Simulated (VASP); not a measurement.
Calculation: PBE GGA, VASP's PBE PAW potentials (set 64) (plane waves; VASP).

Input for VASP

### INCAR
```
SYSTEM = PtS2
PREC = Accurate
ENCUT = 480
EDIFF = 1E-7
NELM = 100
ALGO = Normal
LREAL = .FALSE.
LASPH = .TRUE.
ISMEAR = 0
SIGMA = 0.05
GGA = PE
LMAXMIX = 6
LWAVE = .FALSE.
LCHARG = .FALSE.
ISIF = 2
```

POSCAR:
```
PtS2
1
    1.7866998760    -3.0946550357     0.0000000000
    1.7866998760     3.0946550357     0.0000000000
    0.0000000000     0.0000000000     6.1396524263
Pt S
1 2
Direct
  0.0000000000   0.0000000000   0.0000000000
  0.3333330000   0.6666670000   0.1995896725
  0.6666670000   0.3333330000   0.8004103275
```

### KPOINTS
```
Automatic mesh
0
Gamma
8 8 4
0 0 0
```

POTCAR, in this order: Pt S (PBE.64 set). Program: vasp_std.

The resulting files:

OSZICAR:
```
       N       E                     dE             d eps       ncg     rms          rms(c)
DAV:   1     0.114457598218E+03    0.11446E+03   -0.96670E+03  1066   0.119E+03
DAV:   2    -0.109152423261E+02   -0.12537E+03   -0.12254E+03  1344   0.233E+02
DAV:   3    -0.167567242477E+02   -0.58415E+01   -0.58077E+01  1323   0.553E+01
DAV:   4    -0.168409164341E+02   -0.84192E-01   -0.84155E-01  1373   0.708E+00
DAV:   5    -0.168428867292E+02   -0.19703E-02   -0.19702E-02  1386   0.104E+00    0.176E+01
DAV:   6    -0.157229337872E+02    0.11200E+01   -0.79241E+00  1085   0.291E+01    0.115E+01
DAV:   7    -0.154855824528E+02    0.23735E+00   -0.14343E+00  1092   0.132E+01    0.555E+00
DAV:   8    -0.154693988499E+02    0.16184E-01   -0.99833E-02  1295   0.228E+00    0.120E+00
DAV:   9    -0.154637504657E+02    0.56484E-02   -0.16164E-02  1232   0.145E+00    0.269E-01
DAV:  10    -0.154640429516E+02   -0.29249E-03   -0.25582E-03  1365   0.362E-01    0.825E-02
DAV:  11    -0.154640851067E+02   -0.42155E-04   -0.73780E-05  1375   0.810E-02    0.472E-02
DAV:  12    -0.154640905331E+02   -0.54263E-05   -0.13443E-05  1274   0.335E-02    0.165E-02
DAV:  13    -0.154640919510E+02   -0.14179E-05   -0.34904E-06  1344   0.142E-02    0.477E-03
DAV:  14    -0.154640922657E+02   -0.31468E-06   -0.33474E-07  1267   0.467E-03    0.150E-03
DAV:  15    -0.154640923193E+02   -0.53616E-07   -0.10304E-08  1022   0.809E-04
   1 F= -.15464092E+02 E0= -.15464092E+02  d E =-.735385E-16
```

File OUTCAR:
```
------------------------ aborting loop because EDIFF is reached ----------------------------------------
  FORCE on cell =-STRESS in cart. coord.  units (eV):
  Direction    XX          YY          ZZ          XY          YZ          ZX
  --------------------------------------------------------------------------------------
  Total        0.0212104      0.0212104      0.0470314     -0.0000000     -0.0000000      0.0000000
  in kB        0.5005208      0.5005208      1.1098401     -0.0000000     -0.0000000      0.0000000
  external PRESSURE =       0.7036272 kB  Pullay stress =       0.0000000 kB
  volume of cell :       67.89
      direct lattice vectors                 reciprocal lattice vectors
     1.786699876 -3.094655036  0.000000000     0.279845545 -0.161568897  0.000000000
     1.786699876  3.094655036  0.000000000     0.279845545  0.161568897  0.000000000
     0.000000000  0.000000000  6.139652426     0.000000000  0.000000000  0.162875670
 POSITION                                       TOTAL-FORCE (eV/Angst)
 -----------------------------------------------------------------------------------
      0.00000      0.00000      0.00000         0.000000      0.000000      0.000000
      1.78670      1.03155      1.22541        -0.000000     -0.000000      0.004196
      1.78670     -1.03155      4.91424        -0.000000      0.000000     -0.004196
 -----------------------------------------------------------------------------------
    total drift:                                0.000000      0.000000      0.000000
  FREE ENERGIE OF THE ION-ELECTRON SYSTEM (eV)
  ---------------------------------------------------
  free  energy   TOTEN  =       -15.4640923193 eV

  energy  without entropy=      -15.4640923193  energy(sigma->0) =      -15.46409232
```
(Selected blocks of OUTCAR.)

Without a dispersion term in the relaxation, distances and binding between the weakly bound layers, chains or molecules are unreliable, and so is what depends on them.

The compound is PtS2 in the 1T layered structure. It was relaxed first, which changed the volume by +24 %.
